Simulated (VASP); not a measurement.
# PmTe (P-6m2) in VASP: a series of runs

The runs below take PmTe through single point, with PBE+U.

All numbers are computed with VASP 6.6.1; they aren't measurements. Logs are shortened: lines on timing, memory, paths and dates and some standing lists are left out, and cuts for length are marked.

## 1. The structure

It takes space group P-6m2 (No. 187, hexagonal). Conventional cell: a = 4.181 Å, b = 4.181 Å, c = 4.081 Å, α = 90.00°, β = 90.00°, γ = 120.00°. Around Pm (site symmetry -6m2) lie 6 Te at 3.16 Å. Around Te (site symmetry -6m2) lie 6 Pm at 3.16 Å.

The cell comes from a database or a generator and needn't be the stable form of this composition.

## 2. Single point, PBE+U, collinear spin, zero start

INCAR reads:

```
SYSTEM = PmTe
PREC     = Accurate       ! precision mode
ENCUT    = 520            ! plane-wave cutoff, eV
EDIFF    = 1E-6           ! SCF threshold, eV
ISMEAR   = 0              ! smearing method
SIGMA    = 0.05           ! smearing width, eV
LREAL    = .FALSE.        ! projectors in reciprocal space
LASPH    = .TRUE.         ! aspherical terms in the spheres
NELM     = 120            ! most SCF steps
ALGO     = Normal         ! electronic algorithm
ISIF     = 2              ! what is computed and relaxed
LWAVE    = .FALSE.        ! write WAVECAR
LCHARG   = .FALSE.        ! write CHGCAR
ISPIN    = 2              ! spin polarisation
MAGMOM   = 0 0            ! initial moments
LORBIT   = 11             ! projections on sites
LMAXMIX  = 6              ! l up to which the mixer works
LDAU     = .TRUE.         ! DFT+U
LDAUTYPE = 2            
LDAUL    = 3 -1           ! shell
LDAUU    = 3 0            ! U, eV
LDAUJ    = 0 0          
LDAUPRINT= 1            
GGA      = PE             ! functional
```

KPOINTS reads:

```
regular mesh
0
G
  5 5 5
  0 0 0
```

POSCAR reads:

```
PmTe
1.0
    4.1812492200      0.0000000000      0.0000000000
   -2.0906246100      3.6210680400      0.0000000000
    0.0000000000      0.0000000000      4.0806920800
Pm Te
1 1
Direct
    0.0000000000      0.0000000000      0.0000000000
    0.6666666667      0.3333333333      0.5000000000
```

Potentials or basis: VASP PAW PBE potentials, release 64 (Pm, Te).

The run is started by

```sh
cat potpaw_PBE.64/Pm/POTCAR potpaw_PBE.64/Te/POTCAR > POTCAR
mpirun -np 1 vasp_std > vasp.out
```

OUTCAR:

```text
SYSTEM = PmTe
   PREC = Accurate
   ENCUT = 520
   EDIFF = 1E-6
   ISMEAR = 0
   LREAL = .FALSE.
   LASPH = .TRUE.
   NELM = 120
   ISIF = 2
   ISPIN = 2
   LORBIT = 11
   GGA = PE

 ion  position               nearest neighbor table
   1  0.000  0.000  0.000-   2 3.16   2 3.16   2 3.16   2 3.16   2 3.16   2 3.16
   2  0.667  0.333  0.500-   1 3.16   1 3.16   1 3.16   1 3.16   1 3.16   1 3.16

  LATTYP: Found a hexagonal cell.
 ALAT       =     4.1812492200
 C/A-ratio  =     0.9759504553

  Lattice vectors:

 A1 = (   4.1812492200,   0.0000000000,   0.0000000000)
 A2 = (  -2.0906246100,   3.6210680400,   0.0000000000)
 A3 = (   0.0000000000,   0.0000000000,   4.0806920800)

Analysis of symmetry for initial positions (statically):
=====================================================================
 Subroutine PRICEL returns:
 Original cell was already a primitive cell.

 Routine SETGRP: Setting up the symmetry group for a
 hexagonal supercell.

 Subroutine GETGRP returns: Found 12 space group operations
 (whereof 12 operations were pure point group operations)
 out of a pool of 24 trial point group operations.

The static configuration has the point symmetry D_3h.

Analysis of symmetry for dynamics (positions and initial velocities):
=====================================================================
 Subroutine PRICEL returns:
 Original cell was already a primitive cell.

 Routine SETGRP: Setting up the symmetry group for a
 hexagonal supercell.

 Subroutine GETGRP returns: Found 12 space group operations
 (whereof 12 operations were pure point group operations)
 out of a pool of 24 trial point group operations.

The dynamic configuration has the point symmetry D_3h.

Analysis of structural, dynamic, and magnetic symmetry:
=====================================================================
 Subroutine PRICEL returns:
 Original cell was already a primitive cell.

 Routine SETGRP: Setting up the symmetry group for a
 hexagonal supercell.

 Subroutine GETGRP returns: Found 12 space group operations
 (whereof 12 operations were pure point group operations)
 out of a pool of 24 trial point group operations.

The overall configuration has the point symmetry D_3h.

 Subroutine INISYM returns: Found 12 space group operations
 (whereof 12 operations are pure point group operations),
 and found     1 'primitive' translations

----------------------------------------------------------------------------------------

                                     Primitive cell

  volume of cell :      61.7841

  direct lattice vectors                    reciprocal lattice vectors
     4.181249220  0.000000000  0.000000000     0.239162974  0.138080808  0.000000000
    -2.090624610  3.621068040  0.000000000     0.000000000  0.276161616  0.000000000
     0.000000000  0.000000000  4.080692080     0.000000000  0.000000000  0.245056471

  length of vectors
     4.181249220  4.181249216  4.080692080     0.276161615  0.276161616  0.245056471

[... 142 lines left out ...]
  o =  0.0016  v =  0.0000  0.0000  0.0000  0.0000  0.0000  0.0000  0.0000  1.0000 -0.0000  0.0000  0.0000  0.0000  0.0000 -0.0000      0.0000  0.0000  0.0000  0.0000  0.0000  0.0000  0.0000  0.0000  0.0000  0.0000  0.0000  0.0000  0.0000  0.0000
  o =  0.0026  v =  0.0000  0.0000  0.0000  0.0000  0.0000  0.0000  0.0000 -0.0000  0.0000  1.0000  0.0000  0.0000 -0.0000 -0.0000      0.0000  0.0000  0.0000  0.0000  0.0000  0.0000  0.0000  0.0000  0.0000  0.0000  0.0000  0.0000  0.0000  0.0000
  o =  0.0026  v =  0.0000  0.0000  0.0000  0.0000  0.0000  0.0000  0.0000  0.0000  0.0000  0.0000 -0.0000 -1.0000  0.0000  0.0000      0.0000  0.0000  0.0000  0.0000  0.0000  0.0000  0.0000  0.0000  0.0000  0.0000  0.0000  0.0000  0.0000  0.0000
  o =  0.0028  v =  0.0000  0.0000  0.0000  0.0000  0.0000  0.0000  0.0000  0.0000  0.0000 -0.0000  1.0000 -0.0000  0.0000  0.0000      0.0000  0.0000  0.0000  0.0000  0.0000  0.0000  0.0000  0.0000  0.0000  0.0000  0.0000  0.0000  0.0000  0.0000
  o =  0.0031  v =  1.0000  0.0000  0.0000 -0.0000 -0.0000 -0.0000  0.0000  0.0000  0.0000  0.0000  0.0000  0.0000  0.0000  0.0000      0.0000  0.0000  0.0000  0.0000  0.0000  0.0000  0.0000  0.0000  0.0000  0.0000  0.0000  0.0000  0.0000  0.0000
  o =  0.0038  v =  0.0000  0.0000  0.0000  1.0000  0.0000  0.0000  0.0000  0.0000  0.0000  0.0000  0.0000  0.0000  0.0000  0.0000      0.0000  0.0000  0.0000  0.0000  0.0000  0.0000  0.0000  0.0000  0.0000  0.0000  0.0000  0.0000  0.0000  0.0000
  o =  0.0055  v =  0.0000 -0.8873  0.0000 -0.0000 -0.0000  0.4612 -0.0000  0.0000  0.0000  0.0000  0.0000  0.0000  0.0000  0.0000      0.0000  0.0000  0.0000  0.0000  0.0000  0.0000  0.0000  0.0000  0.0000  0.0000  0.0000  0.0000  0.0000  0.0000
  o =  0.0055  v = -0.0000 -0.4612 -0.0000  0.0000 -0.0000 -0.8873 -0.0000  0.0000  0.0000  0.0000  0.0000  0.0000  0.0000  0.0000      0.0000  0.0000  0.0000  0.0000  0.0000  0.0000  0.0000  0.0000  0.0000  0.0000  0.0000  0.0000  0.0000  0.0000
  o =  0.7330  v =  0.0000  0.0000  0.0000  0.0000  0.0000  0.0000  0.0000 -0.0000 -0.9602  0.0000 -0.0000  0.0000  0.2793  0.0000      0.0000  0.0000  0.0000  0.0000  0.0000  0.0000  0.0000  0.0000  0.0000  0.0000  0.0000  0.0000  0.0000  0.0000
  o =  0.7330  v =  0.0000  0.0000  0.0000  0.0000  0.0000  0.0000  0.0000 -0.0000  0.2793 -0.0000 -0.0000 -0.0000  0.9602  0.0000      0.0000  0.0000  0.0000  0.0000  0.0000  0.0000  0.0000  0.0000  0.0000  0.0000  0.0000  0.0000  0.0000  0.0000
  o =  0.9692  v =  0.0000  0.0000 -1.0000  0.0000  0.0000 -0.0000  0.0000  0.0000  0.0000  0.0000  0.0000  0.0000  0.0000  0.0000      0.0000  0.0000  0.0000  0.0000  0.0000  0.0000  0.0000  0.0000  0.0000  0.0000  0.0000  0.0000  0.0000  0.0000
  o =  0.9692  v =  0.0000 -0.0000  0.0000 -0.0000  1.0000 -0.0000  0.0000  0.0000  0.0000  0.0000  0.0000  0.0000  0.0000  0.0000      0.0000  0.0000  0.0000  0.0000  0.0000  0.0000  0.0000  0.0000  0.0000  0.0000  0.0000  0.0000  0.0000  0.0000
  o =  0.9717  v = -0.0000 -0.0000  0.0000 -0.0000 -0.0000 -0.0000  1.0000  0.0000  0.0000  0.0000  0.0000  0.0000  0.0000  0.0000      0.0000  0.0000  0.0000  0.0000  0.0000  0.0000  0.0000  0.0000  0.0000  0.0000  0.0000  0.0000  0.0000  0.0000

 number of electron      20.9999993 magnetization       1.7449699

 Free energy of the ion-electron system (eV)
  ---------------------------------------------------
  ext. energy  EPLUGINS =         0.00000000
  ---------------------------------------------------
  free energy    TOTEN  =       -10.78386464 eV

  energy without entropy =      -10.76724352  energy(sigma->0) =      -10.77555408

 E-fermi :   7.3445     XC(G=0):  -9.8162

 val. band max:        7.3406778442   @ k =   0.2000  -0.0000   0.4000
 cond. band min:       7.3537812070   @ k =   0.2000  -0.0000   0.2000
 fundamental gap:      0.0131033628
 Fermi energy:         7.3445350332

 spin component 1

 k-point     1 :       0.0000    0.0000    0.0000
  band No.  band energies     occupation
      1     -31.1749      1.00000
      2     -11.7601      1.00000
      3     -11.7601      1.00000
      4     -11.5968      1.00000
      5      -4.8787      1.00000
      6       4.9095      1.00000
      7       4.9095      1.00000
      8       5.2388      1.00000
      9       5.5973      1.00000
     10       5.6604      1.00000
     11       5.6604      1.00000
     12       6.1941      1.00000
[... 225 lines left out ...]
  band No.  band energies     occupation
      1     -31.1471      1.00000
      2     -11.9915      1.00000
      3     -11.8584      1.00000
      4     -11.7764      1.00000
      5      -3.8834      1.00000
      6       3.0334      1.00000
      7       3.4036      1.00000
      8       4.4816      1.00000
      9       5.1387      1.00000
     10       5.5104      1.00000
     11       5.5410      1.00000
     12       7.6864      0.00000
     13       9.1280      0.00000
     14       9.4000      0.00000
 Fermi energy:         7.3445350332

 spin component 2

 k-point     1 :       0.0000    0.0000    0.0000
  band No.  band energies     occupation
      1     -30.4910      1.00000
      2     -11.2625      1.00000
      3     -11.2625      1.00000
      4     -11.0125      1.00000
      5      -4.8535      1.00000
      6       5.1782      1.00000
      7       5.1782      1.00000
      8       5.6691      1.00000
      9       6.7756      1.00000
     10       7.2310      0.99934
     11       7.2310      0.99934
     12       8.7553      0.00000
[... 226 lines left out ...]
      1     -30.4621      1.00000
      2     -11.4984      1.00000
      3     -11.3594      1.00000
      4     -11.1973      1.00000
      5      -3.8908      1.00000
      6       3.0789      1.00000
      7       3.4878      1.00000
      8       4.5641      1.00000
      9       7.2331      0.99919
     10       7.3203      0.75334
     11       8.2498      0.00000
     12       9.5489      0.00000
     13       9.5725      0.00000
     14       9.9844      0.00000

------------------------ aborting loop because EDIFF is reached ----------------------------------------

  FORCE on cell =-STRESS in cart. coord.  units (eV):
  Direction    XX          YY          ZZ          XY          YZ          ZX
  --------------------------------------------------------------------------------------
  -------------------------------------------------------------------------------------
  Total        2.0773199      2.0773199      2.0310397      0.0000000     -0.0000000      0.0000000
  in kB       53.8688122     53.8688121     52.6686789      0.0000000     -0.0000000      0.0000000
  external PRESSURE =      53.4687677 kB  Pullay stress =       0.0000000 kB

 VOLUME and BASIS-vectors are now :
 -----------------------------------------------------------------------------
  energy-cutoff  :      520.00
  volume of cell :       61.78
      direct lattice vectors                 reciprocal lattice vectors
     4.181249220  0.000000000  0.000000000     0.239162974  0.138080808  0.000000000
    -2.090624610  3.621068040  0.000000000     0.000000000  0.276161616  0.000000000
     0.000000000  0.000000000  4.080692080     0.000000000  0.000000000  0.245056471

 POSITION                                       TOTAL-FORCE (eV/Angst)
 -----------------------------------------------------------------------------------
      0.00000      0.00000      0.00000         0.000000     -0.000000      0.000000
      2.09062      1.20702      2.04035        -0.000000      0.000000      0.000000
 -----------------------------------------------------------------------------------
    total drift:                               -0.000000      0.000000     -0.000000

  FREE ENERGIE OF THE ION-ELECTRON SYSTEM (eV)
  ---------------------------------------------------
  free  energy   TOTEN  =       -10.7838646394 eV

  energy  without entropy=      -10.7672435184  energy(sigma->0) =      -10.77555408

 total charge

# of ion       s       p       d       f       tot
--------------------------------------------------
    1        1.997   5.553   0.465   4.399  12.413
    2        1.341   2.151   0.027   0.000   3.519
--------------------------------------------------
tot          3.338   7.704   0.492   4.399  15.932

 magnetization (x)

# of ion       s       p       d       f       tot
--------------------------------------------------
    1       -0.002   0.006   0.074   1.449   1.528
    2       -0.002  -0.015   0.004   0.000  -0.013
--------------------------------------------------
tot         -0.003  -0.009   0.078   1.449   1.515
```

Run time: 50 s. Hardware: 1 thread of Intel Xeon Platinum 8488C (Sapphire Rapids), shared host; peak memory 0.22 GiB.

What came out:

* Free energy: -10.7839 eV
* Pressure: 5.3 GPa
* Band gap on the k mesh: none (metal or under the smearing width)
* Net moment: 1.74 μB per cell
* Site moments: Pm +1.53; Te -0.01 μB
* Valence electrons inside the program's atomic spheres: Pm 12.41; Te 3.52

Eigenvalues of the final occupation matrices:
```csv
site,spin,trace,eigenvalues
site 1 f,1,2.93,0.00 0.00 0.01 0.01 0.97 0.97 0.97
site 1 f,2,1.48,0.00 0.00 0.00 0.00 0.00 0.73 0.73
```

Caveat: the magnetic or orbital state may not be the lowest; spin-orbit coupling is left out, which moves the levels of the heavy elements; the U is typed as a test and isn't derived for this compound.

## 3. Single point, PBE+U, collinear spin, ferromagnetic start

INCAR reads:

```
SYSTEM = PmTe
ALGO = Fast
EDIFF = 1E-6
ENCUT = 520
GGA = PE
ISIF = 2
ISMEAR = 0
ISPIN = 2
LASPH = .TRUE.
LCHARG = .FALSE.
LDAU = .TRUE.
LDAUJ = 0 0
LDAUL = 3 -1
LDAUPRINT = 1
LDAUTYPE = 2
LDAUU = 3 0
LMAXMIX = 6
LORBIT = 11
LREAL = .FALSE.
LWAVE = .FALSE.
MAGMOM = 4 0
NBANDS = 22
NELM = 150
NUPDOWN = 1
PREC = Accurate
SIGMA = 0.05
```

KPOINTS reads:

```
k-points
0
G
  5 5 5
  0 0 0
```

POSCAR is that of step 2.

Potentials or basis: VASP PAW PBE potentials, release 64 (Pm, Te).

The run is started by

```sh
cat potpaw_PBE.64/Pm/POTCAR potpaw_PBE.64/Te/POTCAR > POTCAR
mpirun -np 1 vasp_std > vasp.out
```

It took 88 s on 1 thread of Intel Xeon Platinum 8488C (Sapphire Rapids), shared host; peak memory 0.23 GiB.

The run converged. Its results:

```yaml
Free_energy: -11.0626 eV
Pressure: 4.5 GPa
Net_moment: 1.00 μB per cell
Site_moments: Pm +1.42; Te +0.00 μB
Valence_electrons_inside_the_program's_atomic_spheres: Pm 12.35; Te 3.52
```

Stress tensor (GPa, compression positive):
```
4.59 0.00 0.00
0.00 4.59 0.00
0.00 0.00 4.44
```

Eigenvalues of the final occupation matrices:
```tsv
site	spin	trace	eigenvalues
site 1 f	1	2.95	0.00 0.00 0.01 0.01 0.97 0.98 0.98
site 1 f	2	1.37	0.00 0.00 0.00 0.01 0.01 0.38 0.97
```

Caveat: the magnetic or orbital state may not be the lowest; the moment is held away from its start; spin-orbit coupling is left out, which moves the levels of the heavy elements; the total moment is fixed, so each spin has its own Fermi level; the U is typed as a test and isn't derived for this compound.

## 4. Single point, PBE+U, collinear spin, ferromagnetic start

INCAR reads:

```
SYSTEM = PmTe
  PREC = Accurate
  ENCUT = 520
  EDIFF = 1E-6
  ISMEAR = 0
  SIGMA = 0.05
  LREAL = .FALSE.
  LASPH = .TRUE.
  NELM = 120
  ALGO = Normal
  ISIF = 2
  LWAVE = .FALSE.
  LCHARG = .TRUE.
  ISPIN = 2
  MAGMOM = 4 0
  LORBIT = 11
  LMAXMIX = 6
  LDAU = .TRUE.
  LDAUTYPE = 2
  LDAUL = 3 -1
  LDAUU = 5 0
  LDAUJ = 0 0
  LDAUPRINT = 1
  GGA = PE
  LELF = .TRUE.
  LVHAR = .TRUE.
```

KPOINTS reads:

```
Automatic mesh
0
G
  5 5 5
  0 0 0
```

POSCAR is that of step 3.

The run is started by

```sh
cat potpaw_PBE.64/Pm/POTCAR potpaw_PBE.64/Te/POTCAR > POTCAR
mpirun -np 1 vasp_std > vasp.out
```

It took 60 s on 1 thread of Intel Xeon Platinum 8488C (Sapphire Rapids), shared host; peak memory 0.22 GiB.

It converged, with:

* Free energy: -12.6868 eV
* Pressure: 3.4 GPa
* Band gap on the k mesh: none (metal or under the smearing width)
* Net moment: 4.93 μB per cell
* Site moments: Pm +4.33; Te -0.06 μB
* Valence electrons inside the program's atomic spheres: Pm 12.27; Te 3.51

Stress tensor (GPa, compression positive):
```
2.89 0.00 0.00
0.00 2.89 0.00
0.00 0.00 4.34
```

Levels at points of the mesh, in eV from the Fermi level:
Spin up:
| k point | band 10 | band 11 | band 12 | band 13 | band 14 | band 15 | band 16 |
| --- | --- | --- | --- | --- | --- | --- | --- |
| (0.00, 0.00, 0.00) | -2.25 | -2.25 | -1.46 | -1.32 | 0.20 | 0.20 | 0.37 |
Spin down:
```
           k point  band 4  band 5  band 6  band 7  band 8  band 9  band 10  band 11  band 12  band 13
(0.00, 0.00, 0.00)  -18.54  -12.06   -1.98   -1.98   -1.53   -0.41     2.04     2.49     2.49     3.25
```

Eigenvalues of the final occupation matrices:
| site | spin | trace | eigenvalues |
| --- | --- | --- | --- |
| site 1 f | 1 | 4.10 | 0.02 0.08 0.08 0.98 0.98 0.98 0.98 |
| site 1 f | 2 | 0.02 | 0.00 0.00 0.00 0.00 0.00 0.00 0.00 |

Caveat: the magnetic or orbital state may not be the lowest; spin-orbit coupling is left out, which moves the levels of the heavy elements; the U is typed as a test and isn't derived for this compound. The state reached can hang on the start; a lower one may exist.

(Continued in part 2 of 2.)
